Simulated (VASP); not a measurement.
# NaMg3O4 (Pm-3m) in VASP: settings compared, part 2 of 2

VASP 6.6.1.

## 3. Single point, PBE

Input file run.py:

```python
from ase.calculators.vasp import Vasp
from ase.dft.bandgap import bandgap
from ase.io import read

atoms = read('POSCAR')
calc = Vasp(
    directory='calc',
    xc='pbe',
    pp='PBE',
    setups='minimal',
    prec='Accurate',
    encut=500,
    ediff=1e-06,
    ismear=0,
    sigma=0.1,
    lreal=False,
    lasph=True,
    nelm=80,
    algo='Fast',
    isif=2,
    lwave=False,
    lcharg=True,
    lelf=True,
    lvhar=True,
    kpts=[6, 6, 6],
    gamma=True,
)
atoms.calc = calc

print('energy (eV):', atoms.get_potential_energy())
print('free energy (eV):', atoms.get_potential_energy(force_consistent=True))
print('forces (eV/A):')
print(atoms.get_forces())
print('stress (eV/A^3, Voigt):', atoms.get_stress())
print('Fermi level (eV):', calc.get_fermi_level())
gap, top, bottom = bandgap(calc)
print('band gap (eV):', gap, 'from (spin, k, band)', top, 'to', bottom)
```

Input file POSCAR:

```
NaMg3O4
1.0
    4.3537536500      0.0000000000      0.0000000000
    0.0000000000      4.3537536500      0.0000000000
    0.0000000000      0.0000000000      4.3537536500
Mg Na O
3 1 4
Direct
    0.5000000000      0.5000000000      0.0000000000
    0.5000000000      0.0000000000      0.5000000000
    0.0000000000      0.5000000000      0.5000000000
    0.0000000000      0.0000000000      0.0000000000
    0.0000000000      0.5000000000      0.0000000000
    0.0000000000      0.0000000000      0.5000000000
    0.5000000000      0.5000000000      0.5000000000
    0.5000000000      0.0000000000      0.0000000000
```

Potentials or basis: VASP PAW PBE potentials, release 64 (Mg, Na, O).

Started as:

```sh
$ python run.py
```

What it wrote:

```text
energy (eV): -42.7691087
free energy (eV): -42.79255303
forces (eV/A):
[[0. 0. 0.]
 [0. 0. 0.]
 [0. 0. 0.]
 [0. 0. 0.]
 [0. 0. 0.]
 [0. 0. 0.]
 [0. 0. 0.]
 [0. 0. 0.]]
stress (eV/A^3, Voigt): [ 0.01500441  0.01500441  0.01500441 -0.         -0.         -0.        ]
Fermi level (eV): 2.05769628
band gap (eV): 0.0 from (spin, k, band) (None, None, None) to (None, None, None)
```

OUTCAR:

```text
ENCUT = 500.000000
   EDIFF = 1.00e-06
   GGA = PE
   PREC = Accurate
   ISIF = 2
   ISMEAR = 0
   NELM = 80
   LASPH = .TRUE.
   LREAL = .FALSE.

 ion  position               nearest neighbor table
   1  0.500  0.500  0.000-   5 2.18   7 2.18   8 2.18   7 2.18   8 2.18   5 2.18   2 3.08   3 3.08
                             2 3.08   2 3.08   4 3.08   3 3.08   2 3.08   3 3.08   4 3.08   4 3.08
   2  0.500  0.000  0.500-   6 2.18   7 2.18   8 2.18   8 2.18   7 2.18   6 2.18   1 3.08   4 3.08
                             1 3.08   1 3.08   3 3.08   3 3.08   1 3.08   3 3.08   4 3.08   4 3.08
   3  0.000  0.500  0.500-   5 2.18   6 2.18   7 2.18   5 2.18   6 2.18   7 2.18   1 3.08   4 3.08
                             1 3.08   2 3.08   4 3.08   2 3.08   4 3.08   1 3.08   2 3.08   4 3.08
   4  0.000  0.000  0.000-   5 2.18   6 2.18   8 2.18   6 2.18   5 2.18   8 2.18   2 3.08   3 3.08
                             1 3.08   1 3.08   3 3.08   2 3.08   3 3.08   1 3.08   2 3.08   3 3.08
   5  0.000  0.500  0.000-   1 2.18   3 2.18   4 2.18   3 2.18   4 2.18   1 2.18
   6  0.000  0.000  0.500-   2 2.18   3 2.18   4 2.18   4 2.18   3 2.18   2 2.18
   7  0.500  0.500  0.500-   1 2.18   2 2.18   3 2.18   1 2.18   2 2.18   3 2.18
   8  0.500  0.000  0.000-   1 2.18   2 2.18   4 2.18   2 2.18   1 2.18   4 2.18

  LATTYP: Found a simple cubic cell.
 ALAT       =     4.3537536500
[... 204 lines left out ...]
      5      -1.2523      2.00000
      6      -1.2523      2.00000
[... 449 lines left out ...]
     19      10.3157      0.00000
     20      10.3157      0.00000

------------------------ aborting loop because EDIFF is reached ----------------------------------------

  FORCE on cell =-STRESS in cart. coord.  units (eV):
  Direction    XX          YY          ZZ          XY          YZ          ZX
  --------------------------------------------------------------------------------------
  -------------------------------------------------------------------------------------
  Total       -1.2382557     -1.2382557     -1.2382557     -0.0000000      0.0000000      0.0000000
  in kB      -24.0397174    -24.0397174    -24.0397174     -0.0000000      0.0000000      0.0000000
  external PRESSURE =     -24.0397174 kB  Pullay stress =       0.0000000 kB

 VOLUME and BASIS-vectors are now :
 -----------------------------------------------------------------------------
  energy-cutoff  :      500.00
  volume of cell :       82.53
      direct lattice vectors                 reciprocal lattice vectors
     4.353753650  0.000000000  0.000000000     0.229686859  0.000000000  0.000000000
     0.000000000  4.353753650  0.000000000     0.000000000  0.229686859  0.000000000
     0.000000000  0.000000000  4.353753650     0.000000000  0.000000000  0.229686859

 POSITION                                       TOTAL-FORCE (eV/Angst)
 -----------------------------------------------------------------------------------
      2.17688      2.17688      0.00000         0.000000      0.000000      0.000000
      2.17688      0.00000      2.17688         0.000000      0.000000      0.000000
      0.00000      2.17688      2.17688         0.000000      0.000000      0.000000
      0.00000      0.00000      0.00000         0.000000      0.000000      0.000000
      0.00000      2.17688      0.00000         0.000000      0.000000      0.000000
      0.00000      0.00000      2.17688         0.000000      0.000000      0.000000
      2.17688      2.17688      2.17688         0.000000      0.000000      0.000000
      2.17688      0.00000      0.00000         0.000000      0.000000      0.000000
 -----------------------------------------------------------------------------------
    total drift:                                0.000000      0.000000     -0.000000

  FREE ENERGIE OF THE ION-ELECTRON SYSTEM (eV)
  ---------------------------------------------------
  free  energy   TOTEN  =       -42.7925530299 eV

  energy  without entropy=      -42.7456643672  energy(sigma->0) =      -42.76910870
```

INCAR:

```text
ENCUT = 500.000000
SIGMA = 0.100000
EDIFF = 1.00e-06
ALGO = Fast
GGA = PE
PREC = Accurate
ISIF = 2
ISMEAR = 0
NELM = 80
LASPH = .TRUE.
LCHARG = .TRUE.
LELF = .TRUE.
LVHAR = .TRUE.
LWAVE = .FALSE.
LREAL = .FALSE.
```

It took 27 s on 1 thread of Intel Xeon Platinum 8488C (Sapphire Rapids), shared host; peak memory 0.19 GiB.

What came out:

```
Free energy            : -42.7926 eV
Pressure               : -2.4 GPa
Band gap on the k mesh : none (metal or under the smearing width)
```

Caveat: an odd number of electrons without spin polarisation forces a metal; a magnetic or distorted state may lie lower.

## 4. Single point, optB88-vdW

run.py: that of step 3 with these lines changed.

```diff
@@ -7,10 +7,10 @@
     directory='calc',
-    xc='pbe',
+    xc='optb88-vdw',
     pp='PBE',
-    setups='minimal',
+    setups='gw',
     prec='Accurate',
-    encut=500,
+    encut=600,
     ediff=1e-06,
-    ismear=0,
-    sigma=0.1,
+    ismear=-1,
+    sigma=0.02,
     lreal=False,
@@ -18,8 +18,6 @@
     nelm=80,
-    algo='Fast',
+    algo='Normal',
     isif=2,
     lwave=False,
-    lcharg=True,
-    lelf=True,
-    lvhar=True,
+    lcharg=False,
     kpts=[6, 6, 6],
```

POSCAR is that of step 3.

Potentials or basis: VASP PAW PBE potentials, release 64 (Mg_sv_GW, Na_sv_GW, O_GW).

Started as:

```sh
$ python run.py
```

Wall time 1.9 min (1 thread of Intel Xeon Platinum 8488C (Sapphire Rapids), shared host); peak memory 0.51 GiB.

Results (log left out):

```
Free energy            : -72.4729 eV
Pressure               : -4.0 GPa
Band gap on the k mesh : none (metal or under the smearing width)
```

Levels at points of the mesh, in eV from the Fermi level:
```tsv
k point	band 30	band 31	band 32	band 33	band 34	band 35
(0.00, 0.00, 0.00)	0.24	0.24	0.24	4.63	9.19	9.20
(0.50, 0.00, 0.00)	-0.64	-0.14	-0.14	7.41	8.09	11.23
(0.50, 0.50, 0.00)	-0.54	-0.48	-0.02	8.87	9.41	9.41
(0.50, 0.50, 0.50)	-0.48	-0.02	-0.02	7.69	8.47	8.47
```

Caveat: the PAW data sets were made with another functional, which shifts forces and pressure a little; an odd number of electrons without spin polarisation forces a metal; a magnetic or distorted state may lie lower.

## 5. The runs side by side

| level | potentials or basis | cutoff (eV) | smearing | further INCAR settings | gap on the mesh (eV) | pressure (GPa) |
| --- | --- | --- | --- | --- | --- | --- |
| PBE | VASP PAW PBE potentials, release 64 (Mg, Na, O) | 500 | gaussian 0.1 eV | ALGO = Fast; EDIFF = 1e-07; NBANDS = 26 | none | -2.4 |
| PBE | VASP PAW PBE potentials, release 64 (Mg, Na, O) | 500 | gaussian 0.1 eV | ALGO = Fast; EDIFF = 1.00e-06 | none | -2.4 |
| optB88-vdW | VASP PAW PBE potentials, release 64 (Mg_sv_GW, Na_sv_GW, O_GW) | 600 | fermi-dirac 0.02 eV | ALGO = Normal; EDIFF = 1.00e-06 | none | -4.0 |

Alike in all rows: task single point; no spin polarisation; cell as given; k mesh 6 × 6 × 6.

Caveats: an odd number of electrons without spin polarisation forces a metal; a magnetic or distorted state may lie lower; the PAW data sets were made with another functional, which shifts forces and pressure a little (some runs).

Total energies depend on the potentials used, so only differences within one code and one set of settings carry meaning.
